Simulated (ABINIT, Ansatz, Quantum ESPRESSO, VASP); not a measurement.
Code comparison for LaIn5Rh (P4/mmm, 7 atoms in the cell)

Self-consistent single point.

```xyz
7
Lattice="4.6426 0.0000 0.0000 0.0000 4.6426 0.0000 0.0000 0.0000 7.5303" Properties=species:S:1:pos:R:3 pbc="T T T"
La     0.0000     0.0000     0.0000
In     2.3213     2.3213     0.0000
In     2.3213     0.0000     5.2127
In     2.3213     0.0000     2.3176
In     0.0000     2.3213     5.2127
In     0.0000     2.3213     2.3176
Rh     0.0000     0.0000     3.7652
```

All programs got the same cell, k-point mesh and kind of occupations (in Ansatz's words: kpoints.mp_grid.grid = 5 5 3; scf.occupations.method = fermi_dirac; scf.occupations.width = 0.0037 Ry); potentials, basis and cutoffs are each program's usual ones.

```csv
code,model,pressure (GPa),largest force (eV/Å),cutoff
VASP,"PBEsol, VASP's PBE PAW potentials (set 64)",0.57,0.212,300 eV
ABINIT,"PBEsol, PAW (JTH v2.0 PBE PAW, files made for PBE)",0.57,0.201,26 Ha
Quantum ESPRESSO,"PBEsol, GBRV 1.5 ultrasoft (PBESOL) pseudopotentials",-0.19,0.188,40 Ry
Ansatz,"PBEsol, PAW files made with PBE",1.00,0.207,default
```

The spread over the programs that give each value: pressure within 1.19 GPa; largest force within 0.024 eV/Å.

The starting cell comes from a database of computed structures (which also holds hypothetical and non-ambient phases and stackings), without a prior relaxation at this level. Its lattice was rescaled by a random factor within 2.5 % of one. On Ansatz's run: Spin polarisation is off.

Q: Why do the programs differ, and what cannot be compared?

A: Differences of this kind can come from the potentials, where these differ, and from what each basis and cutoff leave unconverged. The valence holds different numbers of electrons (VASP 91, ABINIT 93, Quantum ESPRESSO 91, Ansatz (a first-principles code) 93). The zero of total energies and Fermi levels follows the potentials and each program's conventions, so they are not compared here. Ansatz's pressure is given at a fixed set of plane waves, as the other plane-wave codes print theirs. Ansatz's smearing width was typed in Ry to four decimals, so it matches the others to a few per cent.

VASP's run is marked for a possible Pulay error in its stress at this cutoff; no cutoff test was made.

Left out of this page: CP2K, Elk, FLEUR and SIESTA (not drawn, or without a comparable value).

Keys are those of Ansatz 0.2.
